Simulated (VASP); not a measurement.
Output of a VASP run:

OSZICAR:
```
       N       E                     dE             d eps       ncg     rms          rms(c)
DAV:   1    -0.309972689423E+03   -0.30997E+03   -0.22048E+01   648   0.126E+01    0.137E+01
DAV:   2    -0.310105072502E+03   -0.13238E+00   -0.55237E-01   700   0.112E+00    0.904E+00
DAV:   3    -0.310051233404E+03    0.53839E-01   -0.33735E-02   742   0.321E-01    0.529E+00
DAV:   4    -0.310031029221E+03    0.20204E-01   -0.15507E-02   742   0.203E-01    0.299E+00
DAV:   5    -0.310024749344E+03    0.62799E-02   -0.45724E-03   752   0.106E-01    0.168E+00
DAV:   6    -0.310022583063E+03    0.21663E-02   -0.10184E-03   718   0.563E-02    0.938E-01
DAV:   7    -0.310021838175E+03    0.74489E-03   -0.32794E-04   710   0.345E-02    0.515E-01
DAV:   8    -0.310021603974E+03    0.23420E-03   -0.11572E-04   686   0.209E-02    0.280E-01
DAV:   9    -0.310021537873E+03    0.66101E-04   -0.35956E-05   556   0.122E-02    0.151E-01
DAV:  10    -0.310021523537E+03    0.14336E-04   -0.13147E-05   366   0.784E-03    0.824E-02
DAV:  11    -0.310021523555E+03   -0.17133E-07   -0.54072E-06   372   0.483E-03
   1 F= -.31002152E+03 E0= -.31002152E+03  d E =-.108857E-14  mag=     1.0000
```

**OUTCAR**
```
------------------------ aborting loop because EDIFF is reached ----------------------------------------
  volume of cell :     1529.70
      direct lattice vectors                 reciprocal lattice vectors
    11.522210421  0.000000000  0.000000000     0.086788903  0.000000000  0.000000000
     0.000000000 11.522210421  0.000000000     0.000000000  0.086788903  0.000000000
     0.000000000  0.000000000 11.522210421     0.000000000  0.000000000  0.086788903
  FREE ENERGIE OF THE ION-ELECTRON SYSTEM (eV)
  ---------------------------------------------------
  free  energy   TOTEN  =      -310.0215235546 eV

  energy  without entropy=     -310.0215235546  energy(sigma->0) =     -310.02152355

  exchange ACFDT corr.  =         0.00000000  see jH, gK, PRB 81, 115126

 total charge

# of ion       s       p       d       tot
------------------------------------------
    1        1.130   1.160   0.133   2.423
    2        1.098   1.185   0.137   2.420
    3        1.098   1.185   0.137   2.420
    4        1.109   1.180   0.136   2.425
    5        1.098   1.185   0.137   2.420
    6        1.111   1.178   0.136   2.425
    7        1.098   1.186   0.137   2.420
    8        1.098   1.185   0.137   2.420
    9        1.100   1.190   0.139   2.430
   10        1.100   1.191   0.139   2.431
   11        1.111   1.179   0.136   2.426
   12        1.100   1.190   0.139   2.430
   13        1.098   1.185   0.137   2.420
   14        1.130   1.160   0.133   2.423
   15        1.098   1.185   0.137   2.420
   16        1.098   1.186   0.137   2.420
   17        1.100   1.191   0.140   2.431
   18        1.100   1.191   0.140   2.431
   19        1.130   1.160   0.133   2.423
   20        1.100   1.190   0.139   2.430
   21        1.100   1.190   0.139   2.429
   22        1.098   1.186   0.137   2.421
   23        1.100   1.191   0.139   2.430
   24        1.100   1.191   0.139   2.430
   25        1.098   1.185   0.137   2.420
   26        1.111   1.179   0.136   2.426
   27        1.100   1.191   0.139   2.430
   28        1.098   1.185   0.137   2.420
   29        1.100   1.191   0.140   2.431
   30        1.100   1.190   0.139   2.430
   31        1.098   1.186   0.137   2.420
   32        1.226   1.619   0.026   2.872
   33        1.226   1.619   0.026   2.871
   34        1.226   1.619   0.026   2.871
   35        1.224   1.620   0.026   2.870
   36        1.224   1.623   0.026   2.873
   37        1.224   1.623   0.026   2.872
   38        1.224   1.620   0.025   2.870
   39        1.224   1.623   0.026   2.873
   40        1.244   1.564   0.029   2.836
   41        1.224   1.623   0.026   2.873
   42        1.224   1.622   0.026   2.872
   43        1.224   1.623   0.026   2.872
   44        1.224   1.620   0.025   2.870
   45        1.226   1.619   0.026   2.872
   46        1.226   1.619   0.026   2.871
   47        1.224   1.623   0.026   2.872
   48        1.244   1.564   0.029   2.836
   49        1.224   1.623   0.026   2.872
   50        1.226   1.619   0.026   2.872
   51        1.244   1.564   0.029   2.836
   52        1.394   1.278   0.040   2.712
...
```
(Selected blocks of OUTCAR.)

### POSCAR
```
Ga31As33
1
   11.5222104212     0.0000000000     0.0000000000
    0.0000000000    11.5222104212     0.0000000000
    0.0000000000     0.0000000000    11.5222104212
Ga As
31 33
Direct
  0.4999854509   0.0001524542   0.0001964122
  0.7504404191   0.2493875089   0.0009863694
  0.7504383648   0.0006800179   0.2496713591
  0.9999883078   0.0000159674   0.9999995791
  0.2497499703   0.2496387717   0.9995882970
  0.4999615287   0.4999372865   0.0002285933
  0.7504104262   0.7504603057   0.9993415824
  0.2497039319   0.9996375243   0.2497272840
  0.4983514370   0.2487149235   0.2487601390
  0.7518840173   0.5022119142   0.2483795332
  0.4999795541   0.0000956616   0.4999815797
  0.7517713594   0.2483491313   0.5020482898
  0.7504456288   0.9993333082   0.7504367818
  0.9999293161   0.5000087727   0.0002531704
  0.2494558665   0.7505716247   0.0009484003
  0.9994557373   0.2496736959   0.2496825476
  0.2484127044   0.4981890397   0.2483837625
  0.5020345151   0.7518905447   0.2483205988
  0.9998624542   0.9999886458   0.5000906742
  0.2483135116   0.2483808733   0.4983029691
  0.7514852570   0.7514522194   0.4983202920
  0.2495445323   0.0007330395   0.7504738380
  0.5018604159   0.2482558241   0.7519130728
  0.7519184477   0.4978472575   0.7520631393
  0.0006955203   0.7505295831   0.2496678383
  0.0000732772   0.4999834381   0.4999671835
  0.2482976481   0.7518800746   0.5019503542
  0.0008268797   0.2494645778   0.7504946196
  0.2478062291   0.5022867502   0.7522684563
  0.4980021712   0.7517917308   0.7519544183
  0.9992027207   0.7506084196   0.7504010839
  0.6251311897   0.1254179920   0.1256452036
  0.8746261509   0.3748074803   0.1255353418
  0.8746689773   0.1254152918   0.3748214366
  0.1249801553   0.1250041719   0.1250125308
  0.3749497499   0.3748630752   0.1247080232
  0.6251626327   0.6252090189   0.1245279422
  0.8750275354   0.8750510691   0.1249964718
  0.3749585489   0.1247163271   0.3749497194
  0.6301220413   0.3705618090   0.3705594849
  0.8755911706   0.6252816067   0.3749621159
  0.6251200177   0.1245009595   0.6251761638
  0.8756930728   0.3748280130   0.6252478030
  0.8750418351   0.1249544081   0.8750714452
  0.1252934756   0.6251851848   0.1254749382
  0.3748042740   0.8747971849   0.1254751546
  0.1245912379   0.3749016761   0.3748928460
  0.3699815821   0.6302321345   0.3700196766
  0.6252068185   0.8755072207   0.3749819117
  0.1253284301   0.1252731122   0.6252216394
  0.3695780813   0.3699292267   0.6307558279
  0.4997077180   0.5000429090   0.5005725290
  0.6299574826   0.6297661321   0.6305481627
  0.8745073903   0.8746199985   0.6251959483
  0.3747481528   0.1253167131   0.8747962456
  0.6252141341   0.3747410996   0.8757832840
  0.8747538449   0.6252600177   0.8747766340
  0.1253495468   0.8748337773   0.3748299509
  0.1243979370   0.6252727258   0.6251534100
  0.3748852086   0.8756023820   0.6252188296
  0.1252691973   0.3747517772   0.8749314634
  0.3747509765   0.6252647367   0.8758090524
  0.6252107147   0.8747796057   0.8747780360
  0.1249501187   0.8750672758   0.8750585586
```

Reconstruct the remaining input files.

One answer among several that fit: the input of the run itself, HSE06 screened hybrid, plane waves, VASP's PBE PAW potentials (set 64).

### INCAR
```
SYSTEM=Ga31As33
PREC=Normal; ENCUT=400; LREAL=Auto
LASPH=.TRUE.; ISYM=0; NELECT=259.0
EDIFF=1E-5; NELM=50; NELMIN=4
ALGO=Normal; LMAXMIX=4
ISMEAR=0; SIGMA=0.05
GGA=PE; LHFCALC=.TRUE.; AEXX=0.25
HFSCREEN=0.2; PRECFOCK=Fast
ISPIN=2; MAGMOM=64*0.0156; NUPDOWN=1
ISIF=0
LWAVE=.FALSE.; LCHARG=.FALSE.; LORBIT=10
```

**KPOINTS**
```
kpoints
0
gamma
1 1 1
0 0 0
```

POTCAR, in this order: Ga As (PBE.64 set). Program: vasp_gam. Read from the step before: WAVECAR.

The cell is charged, with a uniform compensating background. The supercell is sampled at Γ alone, which is coarse: total energies, pressure and levels can be off, energies of defects by several tenths of an eV.

The cell is a supercell with a defect, built from GaAs (zinc blende): As_Ga, charge -1. The cell's shape comes from a PBE relaxation.
